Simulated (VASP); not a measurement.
# Sn2GeO2 (I4/mmm) in VASP: settings compared, part 2 of 2

VASP 6.6.1. Earlier steps stand in the parts before.

**4. Single point, r2SCAN**

This run uses another cell than the first one, of 17.55 Å³/atom, 1.030 times its volume.

INCAR

```
ALGO = Normal ; EDIFF = 1E-6
ENCUT = 520 ; ISIF = 2
ISMEAR = 0 ; KPAR = 8
LASPH = True ; LCHARG = False
LMIXTAU = True ; LREAL = False
LWAVE = False ; METAGGA = R2SCAN
NELM = 150 ; PREC = Accurate
SIGMA = 0.1
```

KPOINTS

```
k-points
0
Gamma
  12 12 12
```

POSCAR

```
Sn2GeO2                                 
1.0
   -1.8468377374      1.8468377374      6.4331174694
    1.8468377374     -1.8468377374      6.4331174694
    1.8468377374      1.8468377374     -6.4331174694
  Sn              Ge              O             
     2     1     2
Direct
     0.6539136218018163    0.6539136218018163    1.0000000000000000
     0.3460863781981837    0.3460863781981837    0.0000000000000000
     0.0000000000000000    0.0000000000000000    1.0000000000000000
     0.2500000000000000    0.7500000000000000    0.5000000000000000
     0.7500000000000000    0.2500000000000000    0.5000000000000000
```

Potentials or basis: VASP PAW PBE potentials, release 64 (Sn_d, Ge_d, O).

Started as:

```sh
$ cat potpaw_PBE.64/Sn_d/POTCAR potpaw_PBE.64/Ge_d/POTCAR potpaw_PBE.64/O/POTCAR > POTCAR
$ mpirun -np 8 vasp_std > vasp.out
```

OUTCAR:

```text
EDIFF = 1E-6
   ENCUT = 520
   ISIF = 2
   ISMEAR = 0
   LASPH = True
   LREAL = False
   METAGGA = R2SCAN
   NELM = 150
   PREC = Accurate

 ion  position               nearest neighbor table
   1  0.654  0.654  0.000-   4 2.22   5 2.22   4 2.22   5 2.22   3 3.28   3 3.28   3 3.28   3 3.28
                             2 3.60   2 3.60   2 3.60   2 3.60
   2  0.346  0.346  0.000-   4 2.22   5 2.22   4 2.22   5 2.22   3 3.28   3 3.28   3 3.28   3 3.28
                             1 3.60   1 3.60   1 3.60   1 3.60
   3  0.000  0.000  0.000-   1 3.28   1 3.28   1 3.28   2 3.28   1 3.28   2 3.28   2 3.28   2 3.28

   4  0.250  0.750  0.500-   2 2.22   1 2.22   2 2.22   1 2.22
   5  0.750  0.250  0.500-   2 2.22   1 2.22   2 2.22   1 2.22

  LATTYP: Found a body centered tetragonal cell.
 ALAT       =     3.6936754748
 C/A-ratio  =     3.4833149329

  Lattice vectors:

 A1 = (  -1.8468377374,   1.8468377374,   6.4331174694)
 A2 = (   1.8468377374,  -1.8468377374,   6.4331174694)
 A3 = (   1.8468377374,   1.8468377374,  -6.4331174694)

Analysis of symmetry for initial positions (statically):
=====================================================================
 Subroutine PRICEL returns:
 Original cell was already a primitive cell.

 Routine SETGRP: Setting up the symmetry group for a
 body centered tetragonal supercell.

 Subroutine GETGRP returns: Found 16 space group operations
 (whereof 16 operations were pure point group operations)
 out of a pool of 16 trial point group operations.

The static configuration has the point symmetry D_4h.

Analysis of symmetry for dynamics (positions and initial velocities):
=====================================================================
 Subroutine PRICEL returns:
 Original cell was already a primitive cell.

 Routine SETGRP: Setting up the symmetry group for a
 body centered tetragonal supercell.

 Subroutine GETGRP returns: Found 16 space group operations
 (whereof 16 operations were pure point group operations)
 out of a pool of 16 trial point group operations.

The dynamic configuration has the point symmetry D_4h.

 Subroutine INISYM returns: Found 16 space group operations
 (whereof 16 operations are pure point group operations),
 and found     1 'primitive' translations

----------------------------------------------------------------------------------------

                                     Primitive cell

  volume of cell :      87.7686

  direct lattice vectors                    reciprocal lattice vectors
    -1.846837737  1.846837737  6.433117469     0.000000000  0.270733043  0.077722815
     1.846837737 -1.846837737  6.433117469     0.270733043  0.000000000  0.077722815
     1.846837737  1.846837737 -6.433117469     0.270733043  0.270733043  0.000000000

  length of vectors
     6.943098705  6.943098705  6.943098705     0.281668629  0.281668629  0.382874341

  position of ions in fractional coordinates (direct lattice)
     0.653913622  0.653913622  0.000000000
     0.346086378  0.346086378  0.000000000
     0.000000000  0.000000000  0.000000000
     0.250000000  0.750000000  0.500000000
[... 34 lines left out ...]
 Found    163 irreducible k-points:

 Following reciprocal coordinates:
            Coordinates               Weight
  0.000000  0.000000  0.000000      1.000000
  0.083333  0.000000 -0.000000      8.000000
  0.166667  0.000000 -0.000000      8.000000
  0.250000  0.000000 -0.000000      8.000000
  0.333333 -0.000000  0.000000      8.000000
  0.416667  0.000000 -0.000000      8.000000
[... 16 lines left out ...]
  0.500000  0.166667  0.000000     16.000000
 -0.416667  0.166667  0.000000     16.000000
 [... further k-points ...]
   k-points           NKPTS =    163   k-points in BZ     NKDIM =    163   number of bands    NBANDS=     32
   number of dos      NEDOS =    301   number of ions     NIONS =      5
   total plane-waves  NPLWV = 157464
   dimension x,y,z NGX =    54 NGY =   54 NGZ =   54
   dimension x,y,z NGXF=   108 NGYF=  108 NGZF=  108
   ions per type =               2   1   2
   NGX,Y,Z   is equivalent  to a cutoff of  12.93, 12.93, 12.93 a.u.
   NGXF,Y,Z  is equivalent  to a cutoff of  25.86, 25.86, 25.86 a.u.
 SYSTEM =  unknown system
   PREC   = accura    normal or accurate (medium, high low for compatibility)
   ISTART =      0    job   : 0-new  1-cont  2-samecut
   ICHARG =      2    charge: 1-file 2-atom 10-const
   ISPIN  =      1    spin polarized calculation?
   LNONCOLLINEAR =      F non collinear calculations
   LSORBIT =      F    spin-orbit coupling
   LASPH  =      T    aspherical Exc in radial PAW
   ENCUT  =  520.0 eV  38.22 Ry    6.18 a.u.  12.91 12.91 12.91*2*pi/ulx,y,z
   NELM   =    150;   NELMIN=  2; NELMDL= -5     # of ELM steps
   EDIFF  = 0.1E-05   stopping-criterion for ELM
   LREAL  =      F    real-space projection
   EDIFFG = 0.1E-04   stopping-criterion for IOM
   NSW    =      0    number of steps for IOM
   IBRION =     -1    ionic relax: 0-MD 1-quasi-New 2-CG
   NFREE  =      0    steps in history (QN), initial steepest desc. (CG)
   ISIF   =      2    stress and relaxation
   ISYM   =      2    0-nonsym 1-usesym 2-fastsym
   POTIM  = 0.5000    time-step for ionic-motion
   TEBEG  =    0.0;   TEEND  =   0.0 temperature during run
   PSTRESS=    0.0 pullay stress
   NELECT =      54.0000    total number of electrons
   NUPDOWN=      -1.0000    fix difference up-down
   EMIN   =  10.00;   EMAX   =-10.00  energy-range for DOS
   EFERMI =   0.00;   METHOD = LEGACY
   ISMEAR =     0;   SIGMA  =   0.10  broadening in eV -4-tet -1-fermi 0-gaus
   EFERMI_NEDOS =   21; number of points for ismear=-14 and -15
   IALGO  =     38    algorithm
   IMIX   =      4    mixing-type and parameters
     AMIX     =   0.40;   BMIX     =  1.00
     AMIX_MAG =   1.60;   BMIX_MAG =  1.00
  volume/ion in A,a.u.               =      17.55       118.46
  Fermi-wavevector in a.u.,A,eV,Ry     =   1.392386  2.631229 26.378157  1.938740
  Thomas-Fermi vector in A             =   2.516134
   LORBIT       =      0    0 simple, 1 ext, 2 COOP (PROOUT), +10 PAW based schemes
   METAGGA = R2SCAN    functional components
   LHFCALC =     F    Hartree Fock is set to
   AEXX    =    0.0000 exact exchange contribution
   IVDW    =     0    specifies the selected vdW correction
   LEPSILON=     F    determine dielectric tensor
   LRPA    =     F    only Hartree local field effects (RPA)
 non-spin polarized calculation
 Gauss-broadening in eV      SIGMA  =   0.10
  energy-cutoff  :      520.00
  volume of cell :       87.77
 maximum number of plane-waves:      2384
 NGX is ok and might be reduce to    54
   NGX = 25   NGY = 25   NGZ = 25

 number of electron      54.0000000 magnetization

 Free energy of the ion-electron system (eV)
  ---------------------------------------------------
  ext. energy  EPLUGINS =         0.00000000
  ---------------------------------------------------
  free energy    TOTEN  =       -79.13858252 eV

  energy without entropy =      -79.13209371  energy(sigma->0) =      -79.13533812

 E-fermi :   6.9323     XC(G=0): -11.4630

 val. band max:        6.9294808094   @ k =  -0.1667   0.1667   0.0000
 cond. band min:       6.9533229380   @ k =   0.3333   0.2500   0.0000
 fundamental gap:      0.0238421286
 Fermi energy:         6.9323139379

 k-point     1 :       0.0000    0.0000    0.0000
  band No.  band energies     occupation
      1     -18.4948      2.00000
      2     -18.4852      2.00000
      3     -18.4427      2.00000
      4     -18.4427      2.00000
      5     -18.4283      2.00000
      6     -15.8440      2.00000
[... 829 lines left out ...]
     31      11.6337      0.00000
     32      12.8528      0.00000

 [... further k-points ...]

------------------------ aborting loop because EDIFF is reached ----------------------------------------

  FORCE on cell =-STRESS in cart. coord.  units (eV):
  Direction    XX          YY          ZZ          XY          YZ          ZX
  --------------------------------------------------------------------------------------
  -------------------------------------------------------------------------------------
  Total       -2.1602365     -2.1602365     -1.8577791      0.0000000     -0.0000000      0.0000000
  in kB      -39.4341908    -39.4341908    -33.9129596      0.0000000     -0.0000000      0.0000000
  external PRESSURE =     -37.5937804 kB  Pullay stress =       0.0000000 kB

 VOLUME and BASIS-vectors are now :
 -----------------------------------------------------------------------------
  energy-cutoff  :      520.00
  volume of cell :       87.77
      direct lattice vectors                 reciprocal lattice vectors
    -1.846837737  1.846837737  6.433117469     0.000000000  0.270733043  0.077722815
     1.846837737 -1.846837737  6.433117469     0.270733043  0.000000000  0.077722815
     1.846837737  1.846837737 -6.433117469     0.270733043  0.270733043  0.000000000

 POSITION                                       TOTAL-FORCE (eV/Angst)
 -----------------------------------------------------------------------------------
      0.00000      0.00000      8.41341        -0.000000     -0.000000      0.517579
      0.00000      0.00000      4.45283         0.000000      0.000000     -0.517579
      0.00000      0.00000      0.00000        -0.000000     -0.000000      0.000000
      1.84684     -0.00000      3.21656        -0.000000     -0.000000      0.000000
     -0.00000      1.84684      3.21656        -0.000000     -0.000000     -0.000000
 -----------------------------------------------------------------------------------
    total drift:                                0.000000      0.000000     -0.000000

  FREE ENERGIE OF THE ION-ELECTRON SYSTEM (eV)
  ---------------------------------------------------
  free  energy   TOTEN  =       -79.1385825242 eV

  energy  without entropy=      -79.1320937099  energy(sigma->0) =      -79.13533812
```

Wall time 9.3 min (8 MPI ranks of Intel Xeon 6975P-C (Granite Rapids), shared host); peak memory 0.74 GiB.

Results:

* Free energy: -79.1386 eV
* Pressure: -3.8 GPa
* Largest force: 0.518 eV/Å
* Band gap on the k mesh: none (metal or under the smearing width)

Forces in eV/Å, atoms in the order of the input:
```
Sn   0.000  0.000  0.518
Sn   0.000  0.000 -0.518
Ge   0.000  0.000  0.000
O    0.000  0.000  0.000
O    0.000  0.000  0.000
```

Caveat: the PAW data sets were made with another functional, which shifts forces and pressure a little.
